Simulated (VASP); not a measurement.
```xyz
2
Lattice="1.3802 -2.3906 0.0000 1.3802 2.3906 0.0000 0.0000 0.0000 4.4227" Properties=species:S:1:pos:R:3 pbc="T T T"
Tc     1.3802     0.7969     1.1057
Tc     1.3802    -0.7969     3.3170
```

The numbers are results of RPBE GGA, VASP's PBE PAW potentials (set 64) (plane waves; VASP), not measurements. Numerical set-up: 520 eV cut-off, Gaussian smearing of 0.050 eV, potentials Tc_pv.

Task: Give the energies of bands 7 to 16 at the high-symmetry points, in eV from the Fermi level.

Result: 
| band | Γ | M | K | A | L | H |
|---|---|---|---|---|---|---|
| 7 | -7.20 | -5.20 | -4.62 | -5.29 | -5.16 | -3.72 |
| 8 | -5.28 | -4.58 | -3.30 | -5.29 | -5.16 | -3.72 |
| 9 | -1.49 | -4.48 | -3.30 | -1.83 | -3.57 | -3.18 |
| 10 | -1.49 | -1.84 | -2.82 | -1.83 | -3.57 | -3.18 |
| 11 | -1.42 | -1.11 | -1.83 | -1.62 | 0.13 | -1.73 |
| 12 | -0.80 | -0.92 | -1.83 | -1.62 | 0.13 | -1.73 |
| 13 | -0.80 | -0.48 | -0.03 | -1.62 | 1.38 | -0.08 |
| 14 | -0.12 | 2.83 | 2.24 | -1.62 | 1.38 | -0.08 |
| 15 | -0.12 | 3.21 | 2.24 | 1.80 | 3.08 | 2.53 |
| 16 | 1.64 | 3.24 | 2.63 | 1.80 | 3.08 | 2.53 |

It has no gap at this level: it comes out as a metal or semimetal.

The compound is Tc in the hcp structure. It was relaxed first.
